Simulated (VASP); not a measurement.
Crystal: SrTiO3.

```
Sr Ti O
1.0
     3.89475    0.00000    0.00000
     0.00000    3.89475    0.00000
     0.00000    0.00000    3.89475
Sr Ti O
1 1 3
Direct
  0.50000 0.50000 0.50000
  0.00000 0.00000 0.00000
  0.50000 0.00000 0.00000
  0.00000 0.50000 0.00000
  0.00000 0.00000 0.50000
```

Base run:

| Item | Value |
| --- | --- |
| Program | VASP 6.6.1 |
| Functional | HSE06 |
| Potentials or basis | VASP PAW PBE potentials, release 64 (Sr_sv, Ti_sv, O) |
| Cutoff | 520 eV |
| k mesh | 4 × 4 × 4 |
| Occupations | gaussian, width 0.03 eV |
| Spin | no spin polarisation |

Its results: band gap on the k mesh 3.33 eV, indirect (least direct gap 3.71 eV); pressure 0.7 GPa.

Q: The run is repeated on the same cell with these changes: functional from HSE06 to PBEsol. What comes out?

A: Band gap on the k mesh 1.80 eV, indirect (least direct gap 2.15 eV); pressure 0.2 GPa.

HSE06 gives the wider gap, since exact exchange removes part of the self-interaction.

Caveats: the PAW data sets were made with another functional, which shifts forces and pressure a little.
